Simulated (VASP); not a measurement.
## Lattice of MoS2 across functionals and dispersion corrections

Aim: relax MoS2 at several levels and hold each cell against experiment. The levels: LDA, PBEsol, PBE, r2SCAN, PBE + D3(BJ), r2SCAN + rVV10, optB88-vdW and PBE + D4. The start is a cell from a database of measured crystal structures.

Program: VASP 6.6.1. Level of theory: LDA; plane waves and PAW (Mo_sv, S), in the first sound run; inputs show where later runs differ. Results are calculated unless marked as measured.

The experiments to compare with:

For MoS2, 2H (literature value), “Pressure coefficients for direct optical transitions in MoS2, MoSe2, WS2, and WSe2 crystals and semiconductor to metal transitions” (2016, pmc:4877596) quotes earlier work: lattice constant c (c, literature experiment) 12.32 Å [literature value; a second literature value of 12.30 is listed beside it].

This is a report of a sequence of runs, with most program output left out.

The database entry behind the starting cell differs from later determinations by our own check (about 0.3 % long), so it need not match the best structure at ambient conditions.

## Step 1: Starting point

Before any relaxation, the start is as follows. The structure is hexagonal, space group P6_3/mmc (No. 194). Conventional cell: a = 3.169 Å, b = 3.169 Å, c = 12.324 Å, α = 90.00°, β = 90.00°, γ = 120.00°. Nearest to Mo lie 6 S at 2.41 Å. Nearest to S lie 3 Mo at 2.41 Å. Farther neighbours and most contacts between anions are not listed.

Coordinates:

```xyz
6
Lattice="3.1690 0.0000 0.0000 -1.5845 2.7444 0.0000 0.0000 0.0000 12.3240" Properties=species:S:1:pos:R:3 pbc="T T T"
Mo    0.0000    1.8296    3.0810
Mo    1.5845    0.9148    9.2430
S     0.0000    1.8296    7.6779
S     1.5845    0.9148    1.5159
S     0.0000    1.8296   10.8081
S     1.5845    0.9148    4.6461
```

## Step 2: Relaxation with LDA

The start need not lie at this functional's minimum. ISIF = 3 frees volume, shape and positions, and EDIFFG sets the threshold on forces and stress at which the search stops. LDA, the lowest rung, knows the local density alone.

The input, INCAR:

```
SYSTEM = MoS2
PREC = Accurate
ENCUT = 520
EDIFF = 1E-06
NELM = 100
ISMEAR = -1
SIGMA = 0.05
LREAL = .FALSE.
ALGO = Normal
GGA = CA
NBANDS = 32
LASPH = .TRUE.
LORBIT = 11
LWAVE = .FALSE.
LCHARG = .FALSE.
KPAR = 4
IBRION = 2
NSW = 60
ISIF = 3
EDIFFG = -0.01
```

The input, POSCAR:

```
MoS2
1.0
    3.1690000000      0.0000000000      0.0000000000
   -1.5845000000      2.7444345046      0.0000000000
    0.0000000000      0.0000000000     12.3240000000
Mo S
2 4
Direct
    0.3333333333      0.6666666667      0.2500000000
    0.6666666667      0.3333333333      0.7500000000
    0.3333333333      0.6666666667      0.6230000000
    0.6666666667      0.3333333333      0.1230000000
    0.3333333333      0.6666666667      0.8770000000
    0.6666666667      0.3333333333      0.3770000000
```

The input, KPOINTS:

```
Automatic mesh
0
Gamma
10 10 3
0 0 0
```

The projector-augmented-wave data sets are Mo_sv and S (PBE family, release 64).

Run with:

```bash
> mpirun -np 4 vasp_std
```

The job ended after 4.8 min (4 MPI ranks of AMD EPYC 7R43, shared host; peak memory 0.84 GiB).

The gap is read on the k-mesh alone, so it is an upper bound where the band edges lie off the mesh. The bonds form layers, held to each other by dispersion, which LDA lacks; its overbinding stands in for it by accident. The PAW data sets were made with PBE, though LDA sets exist; this is a small mismatch. The run keeps the 24 symmetry operations of its start, so it cannot find a distortion of lower symmetry.

The steps of the relaxation:

| step | energy less that of the first step (eV) | largest force (eV/Å) | pressure (GPa) | volume (Å³) |
| --- | --- | --- | --- | --- |
| 1 | 0.0000 | 0.4185 | -5.18 | 107.18 |
| 2 | 0.1823 | 1.5033 | 11.88 | 98.47 |
| 3 | -0.0556 | 0.1505 | -0.31 | 104.23 |
| 4 | -0.0556 | 0.1622 | -0.21 | 104.17 |
| 5 | -0.0605 | 0.0364 | -0.08 | 103.61 |
| 6 | -0.0605 | 0.0372 | -0.05 | 103.61 |
| 7 | -0.0605 | 0.0395 | -0.06 | 103.62 |
| 8 | -0.0610 | 0.0345 | -0.08 | 103.51 |
| 9 | -0.0623 | 0.0190 | -0.13 | 103.18 |
| 10 | -0.0637 | 0.0120 | -0.20 | 102.51 |
| 11 | -0.0637 | 0.0218 | -0.21 | 102.31 |
| 12 | -0.0621 | 0.1019 | 0.94 | 101.52 |
| 13 | -0.0638 | 0.0005 | -0.02 | 102.17 |

| conventional cell, symmetrised | before | after | change |
| --- | --- | --- | --- |
| a (Å) | 3.169 | 3.126 | -1.4 % |
| b (Å) | 3.169 | 3.126 | -1.4 % |
| c (Å) | 12.324 | 12.072 | -2.0 % |
| volume (Å³/atom) | 17.86 | 17.03 | -4.7 % |

The atoms that moved most (Å, as changes of fractional coordinates times the final cell):

| atom | dx | dy | dz | length |
| --- | --- | --- | --- | --- |
| S4 | 0.000 | 0.000 | -0.023 | 0.023 |
| S6 | 0.000 | 0.000 | 0.023 | 0.023 |
| S5 | 0.000 | 0.000 | 0.023 | 0.023 |
| S3 | 0.000 | 0.000 | -0.023 | 0.023 |

Final coordinates:

```xyz
6
Lattice="3.1261 0.0000 0.0000 -1.5630 2.7073 0.0000 0.0000 0.0000 12.0721" Properties=species:S:1:pos:R:3 pbc="T T T"
Mo    0.0000    1.8048    3.0180
Mo    1.5630    0.9024    9.0541
S     0.0000    1.8048    7.4981
S     1.5630    0.9024    1.4620
S     0.0000    1.8048   10.6101
S     1.5630    0.9024    4.5740
```

Numbers from this step:

| Item | Value |
| --- | --- |
| electrons | 52 |
| bands | 32 |
| irreducible k-points | 28 |
| symmetry operations | 24 |
| free energy (TOTEN) | -49.11 eV |
| Fermi energy | 8.301 eV |
| pressure | -0.01544 GPa |
| metallic | no |
| valence top at k | 0, 0, 0 |
| conduction bottom at k | 0.2, 0.2, 0 |
| least direct gap at k | 0.3, 0.3, 0 |
| SCF cycles over all ionic steps | 99 |
| gap on the k-mesh | 0.7678 eV |
| least direct gap on the k-mesh | 1.966 eV |

It ends with a largest force of 0.001 eV/Å and a pressure of -0.02 GPa. The volume lies -4.7 % from that of the database's start, which holds the thermal and zero-point expansion of its experiment. LDA is known to overbind. The conventional cell has a = 3.126 and c = 12.072 Å.

## Step 3: Relaxation with PBEsol

This step: PBEsol; plane waves and PAW (Mo_sv, S) (VASP 6.6.1).

PBEsol restores the gradient expansion of exchange and is tuned for the cells of solids.

INCAR, as its differences from that of step 2:

```diff
@@ -9,3 +9,3 @@
 ALGO = Normal
-GGA = CA
+GGA = PS
 NBANDS = 32
```

POSCAR is that of step 2.

KPOINTS is that of step 2.

Run with:

```bash
> mpirun -np 4 vasp_std
```

Elapsed: 6.1 min, on 4 MPI ranks; peak memory 0.97 GiB.

The bonds form layers, held to each other by dispersion, which PBEsol lacks, so the spacing between them is unreliable. The PAW data sets were made with PBE, which is usual practice but a small mismatch for other functionals.

Step by step:

| step | energy less that of the first step (eV) | largest force (eV/Å) | pressure (GPa) | volume (Å³) |
| --- | --- | --- | --- | --- |
| 1 | 0.0000 | 0.3114 | -2.99 | 107.18 |
| 2 | 0.0571 | 0.7645 | 6.50 | 102.09 |
| 3 | -0.0204 | 0.0354 | -0.02 | 105.41 |
| 4 | -0.0204 | 0.0423 | 0.06 | 105.37 |
| 5 | -0.0228 | 0.0387 | 0.14 | 105.20 |
| 6 | -0.0228 | 0.0393 | 0.14 | 105.20 |
| 7 | -0.0232 | 0.0501 | 0.01 | 105.39 |
| 8 | -0.0239 | 0.0825 | -0.37 | 105.95 |
| 9 | -0.0240 | 0.0776 | -0.35 | 105.97 |
| 10 | -0.0244 | 0.0629 | -0.29 | 106.03 |
| 11 | -0.0250 | 0.0348 | -0.12 | 106.16 |
| 12 | -0.0256 | 0.0235 | 0.19 | 106.40 |
| 13 | -0.0256 | 0.0357 | 0.23 | 106.45 |
| 14 | -0.0259 | 0.0317 | 0.20 | 106.66 |
| 15 | -0.0263 | 0.0214 | 0.07 | 107.28 |
| 16 | -0.0263 | 0.0184 | 0.03 | 107.47 |
| 17 | -0.0263 | 0.0033 | -0.03 | 107.42 |

| conventional cell, symmetrised | before | after | change |
| --- | --- | --- | --- |
| a (Å) | 3.169 | 3.142 | -0.8 % |
| b (Å) | 3.169 | 3.142 | -0.8 % |
| c (Å) | 12.324 | 12.563 | +1.9 % |
| volume (Å³/atom) | 17.86 | 17.90 | +0.2 % |

The atoms that moved most (Å, as changes of fractional coordinates times the final cell):

| atom | dx | dy | dz | length |
| --- | --- | --- | --- | --- |
| S6 | 0.000 | 0.000 | -0.037 | 0.037 |
| S4 | 0.000 | 0.000 | 0.037 | 0.037 |
| S5 | 0.000 | 0.000 | -0.037 | 0.037 |
| S3 | 0.000 | 0.000 | 0.037 | 0.037 |

Final coordinates:

```cif
data_structure
_symmetry_space_group_name_H-M 'P 1'
_symmetry_Int_Tables_number 1
_cell_length_a 3.1422
_cell_length_b 3.1422
_cell_length_c 12.5632
_cell_angle_alpha 90.000
_cell_angle_beta 90.000
_cell_angle_gamma 120.000
_cell_volume 107.42
loop_
_atom_site_label
_atom_site_type_symbol
_atom_site_fract_x
_atom_site_fract_y
_atom_site_fract_z
_atom_site_occupancy
Mo1 Mo 0.33333 0.66667 0.25000 1
Mo2 Mo 0.66667 0.33333 0.75000 1
S3 S 0.33333 0.66667 0.62594 1
S4 S 0.66667 0.33333 0.12594 1
S5 S 0.33333 0.66667 0.87406 1
S6 S 0.66667 0.33333 0.37406 1
```

Numbers from this step:

```
free energy (TOTEN)             : -46.91 eV
Fermi energy                    : 7.742 eV
pressure                        : -0.03452 GPa
SCF cycles over all ionic steps : 122
gap on the k-mesh               : 1.032 eV
least direct gap on the k-mesh  : 1.962 eV
```

It ends at 17.90 Å³/atom, +0.2 % from the start, with -0.03 GPa left. The conventional cell has a = 3.142 and c = 12.563 Å.

## Step 4: Relaxation with PBE

This step: PBE; plane waves and PAW (Mo_sv, S) (VASP 6.6.1).

PBE, the usual starting point, adds the gradient of the density.

INCAR, as its differences from that of step 3:

```diff
@@ -9,3 +9,3 @@
 ALGO = Normal
-GGA = PS
+GGA = PE
 NBANDS = 32
```

POSCAR is that of step 3.

KPOINTS is that of step 3.

Run with:

```bash
> mpirun -np 4 vasp_std
```

It took 10 min on 4 MPI ranks; peak memory 0.97 GiB; 37 min of CPU time.

The bonds form layers, held to each other by dispersion, which PBE lacks, so the spacing between them is unreliable. After so large a change of volume the plane waves of the start cell no longer fit, so the final stress carries a basis-set error.

Relaxation path (22 of 29):

| step | energy less that of the first step (eV) | largest force (eV/Å) | pressure (GPa) | volume (Å³) |
| --- | --- | --- | --- | --- |
| 1 | 0.0000 | 0.0779 | 1.85 | 107.18 |
| 2 | -0.0015 | 0.4795 | -2.04 | 110.41 |
| 4 | -0.0224 | 0.1770 | -0.18 | 109.78 |
| 5 | -0.0316 | 0.0243 | -0.06 | 111.42 |
| 6 | -0.0406 | 0.0129 | -0.05 | 111.95 |
| 8 | -0.0799 | 0.0592 | 0.36 | 116.63 |
| 9 | -0.0810 | 0.0700 | 0.47 | 117.40 |
| 10 | -0.0859 | 0.0989 | -0.35 | 119.65 |
| 12 | -0.0853 | 0.1547 | 0.55 | 121.05 |
| 13 | -0.0876 | 0.0117 | -0.04 | 120.53 |
| 14 | -0.0880 | 0.0162 | 0.13 | 120.59 |
| 16 | -0.0882 | 0.0397 | -0.06 | 120.97 |
| 17 | -0.0883 | 0.0227 | 0.02 | 120.87 |
| 18 | -0.0883 | 0.0237 | -0.02 | 121.00 |
| 20 | -0.0885 | 0.0182 | -0.12 | 121.42 |
| 21 | -0.0886 | 0.0024 | -0.02 | 121.50 |
| 22 | -0.0886 | 0.0131 | 0.03 | 121.54 |
| 24 | -0.0888 | 0.0126 | 0.08 | 121.72 |
| 25 | -0.0889 | 0.0129 | 0.17 | 121.98 |
| 26 | -0.0890 | 0.0044 | 0.06 | 122.17 |
| 28 | -0.0890 | 0.0110 | 0.00 | 122.30 |
| 29 | -0.0891 | 0.0061 | -0.03 | 122.44 |

| cell as run | before | after | change |
| --- | --- | --- | --- |
| a (Å) | 3.169 | 3.185 | +0.5 % |
| b (Å) | 3.169 | 3.185 | +0.5 % |
| c (Å) | 12.324 | 13.935 | +13.1 % |
| volume (Å³/atom) | 17.86 | 20.41 | +14.2 % |

The atoms that moved most (Å, as changes of fractional coordinates times the final cell):

| atom | dx | dy | dz | length |
| --- | --- | --- | --- | --- |
| S6 | 0.000 | 0.000 | -0.208 | 0.208 |
| S4 | 0.000 | 0.000 | 0.208 | 0.208 |
| S5 | 0.000 | 0.000 | -0.208 | 0.208 |
| S3 | 0.000 | 0.000 | 0.208 | 0.208 |

The relaxed structure:

```xyz
6
Lattice="3.1852 0.0000 0.0000 -1.5926 2.7585 0.0000 0.0000 0.0000 13.9351" Properties=species:S:1:pos:R:3 pbc="T T T"
Mo    0.0000    1.8390    3.4838
Mo    1.5926    0.9195   10.4514
S     0.0000    1.8390    8.8895
S     1.5926    0.9195    1.9219
S     0.0000    1.8390   12.0132
S     1.5926    0.9195    5.0456
```

It ends at 20.41 Å³/atom, +14.2 % from the start, with -0.03 GPa left. The conventional cell has a = 3.185 and c = 13.935 Å. That is far more than a functional's usual error.

## Step 5: Relaxation with r2SCAN

This step: r2SCAN; plane waves and PAW (Mo_sv, S) (VASP 6.6.1).

r2SCAN adds the kinetic-energy density, costs more than a GGA and is run with LASPH.

INCAR, as its differences from that of step 4:

```diff
@@ -9,5 +9,5 @@
 ALGO = Normal
-GGA = PE
+METAGGA = R2SCAN
+LASPH = .TRUE.
 NBANDS = 32
-LASPH = .TRUE.
 LORBIT = 11
```

POSCAR is that of step 4.

KPOINTS is that of step 4.

Run with:

```bash
> mpirun -np 4 vasp_std
```

The job ended after 18 min (4 MPI ranks; peak memory 1 GiB).

The bonds form layers, held to each other by dispersion, which r2SCAN holds only at short range, so the spacing between them may come out too wide.

The steps of the relaxation:

| step | energy less that of the first step (eV) | largest force (eV/Å) | pressure (GPa) | volume (Å³) |
| --- | --- | --- | --- | --- |
| 1 | 0.0000 | 0.2388 | 0.80 | 107.18 |
| 2 | -0.0121 | 0.1257 | 0.00 | 108.58 |
| 3 | -0.0122 | 0.1152 | -0.09 | 108.73 |
| 4 | -0.0189 | 0.0370 | 0.33 | 109.05 |
| 5 | -0.0262 | 0.1443 | 1.35 | 109.77 |
| 6 | -0.0286 | 0.1204 | 1.15 | 110.06 |
| 7 | -0.0342 | 0.0454 | 0.60 | 110.90 |
| 8 | -0.0383 | 0.1011 | -0.43 | 112.61 |
| 9 | -0.0383 | 0.0930 | -0.38 | 112.52 |
| 10 | -0.0390 | 0.0796 | -0.29 | 112.70 |
| 11 | -0.0401 | 0.0376 | -0.02 | 113.24 |
| 12 | -0.0402 | 0.0190 | 0.10 | 113.47 |
| 13 | -0.0403 | 0.0094 | 0.06 | 113.59 |
| 14 | -0.0404 | 0.0019 | 0.02 | 113.74 |

| conventional cell, symmetrised | before | after | change |
| --- | --- | --- | --- |
| a (Å) | 3.169 | 3.185 | +0.5 % |
| b (Å) | 3.169 | 3.185 | +0.5 % |
| c (Å) | 12.324 | 12.946 | +5.0 % |
| volume (Å³/atom) | 17.86 | 18.96 | +6.1 % |

The atoms that moved most (Å, as changes of fractional coordinates times the final cell):

| atom | dx | dy | dz | length |
| --- | --- | --- | --- | --- |
| S4 | 0.000 | 0.000 | 0.092 | 0.092 |
| S3 | 0.000 | 0.000 | 0.092 | 0.092 |
| S6 | 0.000 | 0.000 | -0.092 | 0.092 |
| S5 | 0.000 | 0.000 | -0.092 | 0.092 |

The relaxed structure:

```
Mo S
1.0
     3.18515    0.00000    0.00000
    -1.59257    2.75842    0.00000
     0.00000    0.00000   12.94561
Mo S
2 4
Direct
  0.33333 0.66667 0.25000
  0.66667 0.33333 0.75000
  0.33333 0.66667 0.63009
  0.66667 0.33333 0.13009
  0.33333 0.66667 0.86991
  0.66667 0.33333 0.36991
```

It ends at 18.96 Å³/atom, +6.1 % from the start, with 0.02 GPa left. The conventional cell has a = 3.185 and c = 12.946 Å.

## Step 6: Relaxation with PBE + D3(BJ)

This step: PBE with D3(BJ); plane waves and PAW (Mo_sv, S) (VASP 6.6.1).

A dispersion term adds the long-range attraction that semilocal functionals lack. D3 with Becke-Johnson damping keeps a finite attraction at short range.

INCAR, as its differences from that of step 5:

```diff
@@ -9,5 +9,6 @@
 ALGO = Normal
-METAGGA = R2SCAN
+GGA = PE
+IVDW = 12
+NBANDS = 32
 LASPH = .TRUE.
-NBANDS = 32
 LORBIT = 11
```

POSCAR is that of step 5.

KPOINTS is that of step 5.

Run with:

```bash
> mpirun -np 4 vasp_std
```

The job ended after 3.8 min (4 MPI ranks; peak memory 1 GiB).

It ends at 17.29 Å³/atom, -3.2 % from the start, with 0.00 GPa left. The conventional cell has a = 3.148 and c = 12.085 Å. Against plain PBE, the dispersion term moves a by -1.2 % and c by -13.3 %.

## Step 7: Relaxation with r2SCAN + rVV10

This step: r2SCAN with rVV10; plane waves and PAW (Mo_sv, S) (VASP 6.6.1).

LUSE_VDW switches on a nonlocal correlation term for dispersion.

INCAR, as its differences from that of step 6:

```diff
@@ -9,6 +9,9 @@
 ALGO = Normal
-GGA = PE
-IVDW = 12
+METAGGA = R2SCAN
+LUSE_VDW = .TRUE.
+IVDW_NL = 2
+BPARAM = 11.95
+CPARAM = 0.0093
+LASPH = .TRUE.
 NBANDS = 32
-LASPH = .TRUE.
 LORBIT = 11
```

POSCAR is that of step 6.

KPOINTS is that of step 6.

Run with:

```bash
> mpirun -np 4 vasp_std
```

Run time: 24 min. Hardware: 4 MPI ranks; peak memory 1.8 GiB.

It ends at 18.08 Å³/atom, +1.2 % from the start, with 0.04 GPa left. The conventional cell has a = 3.174 and c = 12.427 Å. Against plain r2SCAN, the dispersion term moves a by -0.3 % and c by -4.0 %.

## Step 8: Relaxation with optB88-vdW

This step: optB88-vdW; plane waves and PAW (Mo_sv, S) (VASP 6.6.1).

optB88-vdW pairs nonlocal correlation with a B88-type exchange refitted to the binding of molecular dimers.

INCAR, as its differences from that of step 7:

```diff
@@ -9,7 +9,7 @@
 ALGO = Normal
-METAGGA = R2SCAN
+GGA = BO
+AGGAC = 0
 LUSE_VDW = .TRUE.
-IVDW_NL = 2
-BPARAM = 11.95
-CPARAM = 0.0093
+PARAM1 = 0.1833333333
+PARAM2 = 0.22
 LASPH = .TRUE.
```

POSCAR is that of step 7.

KPOINTS is that of step 7.

Run with:

```bash
> mpirun -np 4 vasp_std
```

Run time: 13 min. Hardware: 4 MPI ranks; peak memory 2.1 GiB.

It ends at 18.34 Å³/atom, +2.7 % from the start, with -0.03 GPa left. The conventional cell has a = 3.193 and c = 12.463 Å.

## Step 9: Relaxation with PBE + D4

This step: PBE with D4; plane waves and PAW (Mo_sv, S) (VASP 6.6.1).

D4 lets the coefficients depend on atomic charges too.

INCAR, as its differences from that of step 8:

```diff
@@ -9,9 +9,6 @@
 ALGO = Normal
-GGA = BO
-AGGAC = 0
-LUSE_VDW = .TRUE.
-PARAM1 = 0.1833333333
-PARAM2 = 0.22
+GGA = PE
+IVDW = 13
+NBANDS = 32
 LASPH = .TRUE.
-NBANDS = 32
 LORBIT = 11
```

POSCAR is that of step 8.

KPOINTS is that of step 8.

Run with:

```bash
> mpirun -np 4 vasp_std
```

Elapsed: 3.2 min, on 4 MPI ranks; peak memory 1 GiB; 13 min of CPU time.

It ends at 17.46 Å³/atom, -2.3 % from the start, with -0.01 GPa left. The conventional cell has a = 3.153 and c = 12.166 Å. Against plain PBE, the dispersion term moves a by -1.0 % and c by -12.7 %.

## Step 10: The cells as a table

This step: relaxed cells at several levels; plane waves and PAW (VASP 6.6.1).

No new run; the numbers come from the runs before.

Lengths are those of the conventional cell; cost is the wall time of each run, as given at its step, times its ranks, without the set-up around it. Results by level, by row:

| level | volume (Å³/atom) | change from the start (%) | a (Å) | c (Å) | cost (core minutes) |
| --- | --- | --- | --- | --- | --- |
| LDA | 17.03 | -4.7 | 3.126 | 12.07 | 19.1 |
| PBEsol | 17.9 | 0.2 | 3.142 | 12.56 | 24.3 |
| PBE | 20.41 | 14.2 | 3.185 | 13.94 | 41.7 |
| r2SCAN | 18.96 | 6.1 | 3.185 | 12.95 | 70.9 |
| PBE + D3(BJ) | 17.29 | -3.2 | 3.148 | 12.09 | 15 |
| r2SCAN + rVV10 | 18.08 | 1.2 | 3.174 | 12.43 | 95.1 |
| optB88-vdW | 18.34 | 2.7 | 3.193 | 12.46 | 53.1 |
| PBE + D4 | 17.46 | -2.3 | 3.153 | 12.17 | 12.7 |

## Step 11: What came out

```json
{
  "volume, LDA": "17.03 Å³/atom",
  "volume, PBEsol": "17.90 Å³/atom",
  "volume, PBE": "20.41 Å³/atom",
  "volume, r2SCAN": "18.96 Å³/atom",
  "volume, PBE + D3(BJ)": "17.29 Å³/atom",
  "volume, r2SCAN + rVV10": "18.08 Å³/atom",
  "volume, optB88-vdW": "18.34 Å³/atom",
  "volume, PBE + D4": "17.46 Å³/atom"
}
```

**Reading.** For MoS2 the levels give volumes between 17.03 Å³/atom (LDA) and 20.41 Å³/atom (PBE), a spread of 19.8 %, while the cost of the finished runs spans a factor of 7.5. Only c has a measured value here, so the levels are not ranked on the whole cell. The costs hold the number of ionic steps as well as the price of the functional. The closing table has room for seven levels; PBE + D4 stands in the table of levels alone. Adding D3(BJ) to PBE changes the volume by -15.3 % (a by -1.2 % and c by -13.3 %). Adding rVV10 to r2SCAN changes the volume by -4.7 % (a by -0.3 % and c by -4.0 %). Adding D4 to PBE changes the volume by -14.4 % (a by -1.0 % and c by -12.7 %). The bonds form layers, and the correction acts mostly on one axis: the spacing that dispersion holds. Within 0.02 Å all end in space group P6_3/mmc; the runs can't lower the symmetry of the start. Each is a single relaxation on the plane waves of the start cell, so larger changes of volume carry a basis-set error that was not tested here.

Calculation against experiment:

| quantity | measured | LDA | PBEsol | PBE | r2SCAN | PBE + D3(BJ) | r2SCAN + rVV10 | optB88-vdW |
| --- | --- | --- | --- | --- | --- | --- | --- | --- |
| lattice constant c (Å) | 12.32 | 12.072 (-2.0 %) | 12.563 (+2.0 %) | 13.935 (+13.1 %) | 12.946 (+5.1 %) | 12.085 (-1.9 %) | 12.427 (+0.9 %) | 12.463 (+1.2 %) |

Measured values from pmc:4877596 (2016).

Verdict: For the lattice constant c, of the levels listed nearest comes r2SCAN + rVV10 (+0.9 %, fair agreement) and farthest PBE (+13.1 %, a clear miss). The grades are ours: good and fair within 0.8 and 2 % for the lattice constant c. Zero-point motion and thermal expansion are not in the computed lattice constants.

[Lines on the potential files, build, host, timing and source positions are cut from VASP's logs without a mark.]

[Logs are printed without paths, hosts, clocks, repeated set-up lines and the standing remarks that a program may print on its own settings, such as how far it seeks lower states.]

[Hosts, paths, dates, database ids (printed as entryN), source tags and the programs' standing remarks are cut or masked in the printed files.]

[A measured line is paired with the nearest computed mode of its activity, which favours agreement.]
